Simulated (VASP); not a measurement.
# ZrSeBr2 (R-3m) in VASP: relaxation of the atoms with LDA

Aim: the relaxation of the atoms of ZrSeBr2 with LDA.

All numbers are computed with VASP 6.6.1; they aren't measurements. Logs are shortened: lines on timing, memory, paths and dates and some standing lists are left out, and cuts for length are marked.

## Step 1: The undisturbed crystal

It takes space group R-3m (No. 166, trigonal). The conventional cell has a = 4.216 Å, b = 4.216 Å, c = 22.205 Å, α = 90.00°, β = 90.00°, γ = 120.00°. Zr (site symmetry -3m) has 6 Br at 3.15 Å as nearest neighbours. Se (site symmetry -3m) is surrounded by 6 Br at 2.97 Å. Br (site symmetry 3m) is surrounded by 3 Se at 2.97 Å and 3 Zr at 3.15 Å.

The cell was built by a generator and needn't be a form met in nature.

## Step 2: Relaxation of the atoms, LDA, collinear spin, random start (volume scaled by 0.8)

INCAR reads:

```
SYSTEM = ZrSeBr2
PREC     = Accurate       ! precision mode
ENCUT    = 520            ! plane-wave cutoff, eV
EDIFF    = 1E-5           ! SCF threshold, eV
ISMEAR   = -1             ! smearing method
SIGMA    = 0.05           ! smearing width, eV
LREAL    = .FALSE.        ! projectors in reciprocal space
LASPH    = .TRUE.         ! aspherical terms in the spheres
NELM     = 80             ! most SCF steps
ALGO     = Normal         ! electronic algorithm
ISIF     = 2              ! what is computed and relaxed
LWAVE    = .FALSE.        ! write WAVECAR
LCHARG   = .FALSE.        ! write CHGCAR
ISPIN    = 2              ! spin polarisation
MAGMOM   = 0.18 0 0 0     ! initial moments
LORBIT   = 11             ! projections on sites
LMAXMIX  = 4              ! l up to which the mixer works
IBRION   = 2              ! ionic algorithm
NSW      = 60             ! ionic steps
EDIFFG   = -0.01          ! ionic threshold
ADDGRID  = .TRUE.       
AMIX     = 0.2
```

KPOINTS reads:

```
regular mesh
0
G
  7 7 7
  0 0 0
```

POSCAR reads:

```
ZrSeBr2
1.0
    1.9570869609      1.1299246857      6.8709599453
   -1.9570869609      1.1299246857      6.8709599453
    0.0000000000     -2.2598493621      6.8709599453
Zr Se Br
1 1 2
Direct
    0.0000000000      0.0000000000      0.0000000000
    0.5000000000      0.5000000000      0.5000000000
    0.2430000000      0.2430000000      0.2430000000
    0.7570000000      0.7570000000      0.7570000000
```

Potentials or basis: VASP PAW LDA potentials, release 64 (Zr_sv, Se, Br).

Run with:

```console
cat potpaw_LDA.64/Zr_sv/POTCAR potpaw_LDA.64/Se/POTCAR potpaw_LDA.64/Br/POTCAR > POTCAR
mpirun -np 1 vasp_std > vasp.out
```

OUTCAR:

```text
SYSTEM = ZrSeBr2
   PREC = Accurate
   ENCUT = 520
   EDIFF = 1E-5
   ISMEAR = -1
   LREAL = .FALSE.
   LASPH = .TRUE.
   NELM = 80
   ISIF = 2
   ISPIN = 2
   LORBIT = 11
   IBRION = 2
   NSW = 60
   EDIFFG = -0.01
   AMIX = 0.2

 ion  position               nearest neighbor table
   1  0.000  0.000  0.000-   4 2.93   3 2.93   4 2.93   4 2.93   3 2.93   3 2.93
   2  0.500  0.500  0.500-   3 2.75   4 2.75   3 2.75   3 2.75   4 2.75   4 2.75
   3  0.243  0.243  0.243-   2 2.75   2 2.75   2 2.75   1 2.93   1 2.93   1 2.93
   4  0.757  0.757  0.757-   2 2.75   2 2.75   2 2.75   1 2.93   1 2.93   1 2.93

  LATTYP: Found a trigonal (rhomboedric) cell.
 ALAT       =     7.2330498227
 COS(alpha) =     0.8535776648

  Lattice vectors:

 A1 = (   1.9570869609,   1.1299246857,   6.8709599453)
 A2 = (  -1.9570869609,   1.1299246857,   6.8709599453)
 A3 = (   0.0000000000,  -2.2598493621,   6.8709599453)

Analysis of symmetry for initial positions (statically):
=====================================================================
 Subroutine PRICEL returns:
 Original cell was already a primitive cell.

 Routine SETGRP: Setting up the symmetry group for a
 trigonal (rhombohedral) supercell.

 Subroutine GETGRP returns: Found 12 space group operations
 (whereof 12 operations were pure point group operations)
 out of a pool of 12 trial point group operations.

The static configuration has the point symmetry D_3d.

Analysis of symmetry for dynamics (positions and initial velocities):
=====================================================================
 Subroutine PRICEL returns:
 Original cell was already a primitive cell.

 Routine SETGRP: Setting up the symmetry group for a
 trigonal (rhombohedral) supercell.

 Subroutine GETGRP returns: Found 12 space group operations
 (whereof 12 operations were pure point group operations)
 out of a pool of 12 trial point group operations.

The dynamic configuration has the point symmetry D_3d.

Analysis of structural, dynamic, and magnetic symmetry:
=====================================================================
 Subroutine PRICEL returns:
 Original cell was already a primitive cell.

 Routine SETGRP: Setting up the symmetry group for a
 trigonal (rhombohedral) supercell.

 Subroutine GETGRP returns: Found 12 space group operations
 (whereof 12 operations were pure point group operations)
 out of a pool of 12 trial point group operations.

The overall configuration has the point symmetry D_3d.

 Subroutine INISYM returns: Found 12 space group operations
 (whereof 12 operations are pure point group operations),
 and found     1 'primitive' translations

----------------------------------------------------------------------------------------

                                     Primitive cell

  volume of cell :      91.1650

  direct lattice vectors                    reciprocal lattice vectors
     1.957086961  1.129924686  6.870959945     0.255481749  0.147502457  0.048513357
    -1.957086961  1.129924686  6.870959945    -0.255481749  0.147502457  0.048513357
     0.000000000 -2.259849362  6.870959945     0.000000000 -0.295004914  0.048513357

  length of vectors
     7.233049823  7.233049823  7.233049821     0.298967297  0.298967297  0.298967297

  position of ions in fractional coordinates (direct lattice)
     0.000000000  0.000000000  0.000000000
     0.500000000  0.500000000  0.500000000
     0.243000000  0.243000000  0.243000000
     0.757000000  0.757000000  0.757000000

  ion indices of the primitive-cell ions
   primitive index   ion index
                 1           1
                 2           2
                 3           3
                 4           4

----------------------------------------------------------------------------------------

 KPOINTS: regular mesh

Automatic generation of k-mesh.
 Grid dimensions read from file:
 generate k-points for:    7    7    7

 Generating k-lattice:

  Cartesian coordinates                     Fractional coordinates (reciprocal lattice)
     0.036497393  0.021071780  0.006930480     0.142857143 -0.000000000  0.000000000
    -0.036497393  0.021071780  0.006930480    -0.000000000  0.142857143  0.000000000
     0.000000000 -0.042143559  0.006930480     0.000000000  0.000000000  0.142857143

  Length of vectors
     0.042709614  0.042709614  0.042709614

  Shift w.r.t. Gamma in fractional coordinates (k-lattice)
     0.000000000  0.000000000  0.000000000

 Subroutine IBZKPT returns following result:
 ===========================================

 Found     44 irreducible k-points:

 Following reciprocal coordinates:
            Coordinates               Weight
  0.000000  0.000000  0.000000      1.000000
  0.142857  0.000000  0.000000      6.000000
  0.285714  0.000000 -0.000000      6.000000
  0.428571  0.000000  0.000000      6.000000
  0.142857  0.142857  0.000000      6.000000
  0.285714  0.142857  0.000000     12.000000
[... 16 lines left out ...]
  0.285714  0.285714  0.142857      6.000000
  0.428571  0.285714  0.142857     12.000000
 [... further k-points ...]
   k-points           NKPTS =     44   k-points in BZ     NKDIM =     44   number of bands    NBANDS=     20
   number of dos      NEDOS =    301   number of ions     NIONS =      4
   total plane-waves  NPLWV = 157464
   dimension x,y,z NGX =    54 NGY =   54 NGZ =   54
   dimension x,y,z NGXF=   108 NGYF=  108 NGZF=  108
   ions per type =               1   1   2
   NGX,Y,Z   is equivalent  to a cutoff of  12.41, 12.41, 12.41 a.u.
   NGXF,Y,Z  is equivalent  to a cutoff of  24.82, 24.82, 24.82 a.u.
 SYSTEM =  ZrSeBr2
   PREC   = accura    normal or accurate (medium, high low for compatibility)
   ISTART =      0    job   : 0-new  1-cont  2-samecut
   ICHARG =      2    charge: 1-file 2-atom 10-const
   ISPIN  =      2    spin polarized calculation?
   LNONCOLLINEAR =      F non collinear calculations
   LSORBIT =      F    spin-orbit coupling
   LASPH  =      T    aspherical Exc in radial PAW
   ENCUT  =  520.0 eV  38.22 Ry    6.18 a.u.  13.45 13.45 13.45*2*pi/ulx,y,z
   NELM   =     80;   NELMIN=  2; NELMDL= -5     # of ELM steps
   EDIFF  = 0.1E-04   stopping-criterion for ELM
   LREAL  =      F    real-space projection
   EDIFFG = -.1E-01   stopping-criterion for IOM
   NSW    =     60    number of steps for IOM
   IBRION =      2    ionic relax: 0-MD 1-quasi-New 2-CG
   NFREE  =      1    steps in history (QN), initial steepest desc. (CG)
   ISIF   =      2    stress and relaxation
   ISYM   =      2    0-nonsym 1-usesym 2-fastsym
   POTIM  = 0.5000    time-step for ionic-motion
   TEBEG  =    0.0;   TEEND  =   0.0 temperature during run
   PSTRESS=    0.0 pullay stress
   NELECT =      32.0000    total number of electrons
   NUPDOWN=      -1.0000    fix difference up-down
   EMIN   =  10.00;   EMAX   =-10.00  energy-range for DOS
   EFERMI =   0.00;   METHOD = LEGACY
   ISMEAR =    -1;   SIGMA  =   0.05  broadening in eV -4-tet -1-fermi 0-gaus
   EFERMI_NEDOS =   21; number of points for ismear=-14 and -15
   IALGO  =     38    algorithm
   IMIX   =      4    mixing-type and parameters
     AMIX     =   0.20;   BMIX     =  1.00
     AMIX_MAG =   0.80;   BMIX_MAG =  1.00
  volume/ion in A,a.u.               =      22.79       153.80
  Fermi-wavevector in a.u.,A,eV,Ry     =   1.154823  2.182299 18.144947  1.333616
  Thomas-Fermi vector in A             =   2.291456
   LORBIT       =     11    0 simple, 1 ext, 2 COOP (PROOUT), +10 PAW based schemes
   GGA     = CA    functional components
   LHFCALC =     F    Hartree Fock is set to
   AEXX    =    0.0000 exact exchange contribution
   IVDW    =     0    specifies the selected vdW correction
   LEPSILON=     F    determine dielectric tensor
   LRPA    =     F    only Hartree local field effects (RPA)
 conjugate gradient relaxation of ions
 spin polarized calculation
  energy-cutoff  :      520.00
  volume of cell :       91.17
 maximum number of plane-waves:      2483
 NGX is ok and might be reduce to    54
   NGX = 27   NGY = 27   NGZ = 27

--------------------------------------- Ionic step        1  -------------------------------------------

 number of electron      32.0000000 magnetization       0.0076622

 Free energy of the ion-electron system (eV)
  ---------------------------------------------------
  ext. energy  EPLUGINS =         0.00000000
  ---------------------------------------------------
  free energy    TOTEN  =       -16.90196996 eV

  energy without entropy =      -16.84253998  energy(sigma->0) =      -16.87225497

------------------------ aborting loop because EDIFF is reached ----------------------------------------

  FORCE on cell =-STRESS in cart. coord.  units (eV):
  Direction    XX          YY          ZZ          XY          YZ          ZX
  --------------------------------------------------------------------------------------
  -------------------------------------------------------------------------------------
  Total        0.2361807      0.2361807      2.6879920      0.0000000      0.0000000     -0.0000000
  in kB        4.1507514      4.1507514     47.2400404      0.0000000      0.0000000     -0.0000000
  external PRESSURE =      18.5138477 kB  Pullay stress =       0.0000000 kB
[... 137 lines left out ...]
  energy  without entropy=      -18.3394732248  energy(sigma->0) =      -18.36570830

--------------------------------------- Ionic step        5  -------------------------------------------

 number of electron      32.0000000 magnetization       0.0186285

 Free energy of the ion-electron system (eV)
  ---------------------------------------------------
  ext. energy  EPLUGINS =         0.00000000
  ---------------------------------------------------
  free energy    TOTEN  =       -18.39352007 eV

  energy without entropy =      -18.33920902  energy(sigma->0) =      -18.36636455

 E-fermi :   5.8784     XC(G=0): -10.3965

 val. band max:        5.8765355100   @ k =  -0.4286   0.2857   0.2857
 cond. band min:       5.8820562744   @ k =   0.4286   0.4286   0.0000
 fundamental gap:      0.0055207643
 Fermi energy:         5.8783511250

 spin component 1

 k-point     1 :       0.0000    0.0000    0.0000
  band No.  band energies     occupation
      1     -43.7983      1.00000
      2     -22.0742      1.00000
      3     -21.9896      1.00000
      4     -21.9896      1.00000
      5     -11.6194      1.00000
      6     -10.7228      1.00000
[... 12 lines left out ...]
     19       6.5754      0.00000
[... 515 lines left out ...]
      6     -10.8534      1.00000
[... 12 lines left out ...]
     19       7.2297      0.00000
     20       8.7035      0.00000

 [... further k-points ...]

 spin component 2

 k-point     1 :       0.0000    0.0000    0.0000
  band No.  band energies     occupation
      1     -43.7988      1.00000
      2     -22.0748      1.00000
      3     -21.9902      1.00000
      4     -21.9902      1.00000
      5     -11.6184      1.00000
      6     -10.7220      1.00000
[... 12 lines left out ...]
     19       6.5748      0.00000
[... 561 lines left out ...]
  FREE ENERGIE OF THE ION-ELECTRON SYSTEM (eV)
  ---------------------------------------------------
  free  energy   TOTEN  =       -18.3935200708 eV

  energy  without entropy=      -18.3392090195  energy(sigma->0) =      -18.36636455

 reached required accuracy - stopping structural energy minimisation

 total charge

# of ion       s       p       d       tot
------------------------------------------
    1        2.156   5.980   1.655   9.791
    2        1.503   2.222   0.016   3.741
    3        1.641   3.181   0.088   4.909
    4        1.641   3.181   0.088   4.909
--------------------------------------------------
tot          6.941  14.563   1.847  23.351

 magnetization (x)

# of ion       s       p       d       tot
------------------------------------------
    1        0.000   0.000  -0.001  -0.001
    2        0.000   0.013   0.000   0.013
    3        0.000   0.001   0.000   0.001
    4        0.000   0.001   0.000   0.001
--------------------------------------------------
tot          0.000   0.014  -0.001   0.014
```

Wall time 20 min (1 thread of AMD EPYC 9R45 (Zen 5), shared host); peak memory 0.73 GiB.

What came out:

```yaml
Free_energy: -18.3935 eV
Energy_gained_by_relaxing: 372.9 meV/atom
Ionic_steps: 5
Pressure_after_relaxing: 5.5 GPa
Band_gap_on_the_k_mesh: none (metal or under the smearing width)
Net_moment: 0.02 μB per cell
Valence_electrons_inside_the_program's_atomic_spheres: Zr 9.79; Se 3.74; Br 4.91
```

Stress tensor (GPa, compression positive):
```
 1.95  0.00  0.00
 0.00  1.95  0.00
 0.00  0.00 12.48
```

Step by step:
```tsv
step	energy change (eV)	largest force (eV/Å)	pressure (GPa)
1	0.0000	2.8521	1.85
2	-0.7041	2.2197	1.48
3	-1.4785	0.3349	4.63
4	-1.4900	0.1170	5.75
5	-1.4916	0.0019	5.46
```

Final structure:
```
CELL_PARAMETERS angstrom
1.95709 1.12992 6.87096
-1.95709 1.12992 6.87096
0.00000 -2.25985 6.87096
ATOMIC_POSITIONS crystal
Zr 0.00000 0.00000 0.00000
Se 0.50000 0.50000 0.50000
Br 0.26553 0.26553 0.26553
Br 0.73447 0.73447 0.73447
```

Levels at points of the mesh, in eV from the Fermi level:
Spin up:
| k point | band 14 | band 15 | band 16 | band 17 | band 18 | band 19 |
| --- | --- | --- | --- | --- | --- | --- |
| (0.00, 0.00, 0.00) | -0.10 | -0.10 | 0.15 | 0.32 | 0.32 | 0.70 |
Spin down:
```
           k point  band 13  band 14  band 15  band 16  band 17  band 18  band 19  band 20
(0.00, 0.00, 0.00)    -3.90    -0.10    -0.10     0.16     0.33     0.33     0.70     2.72
```
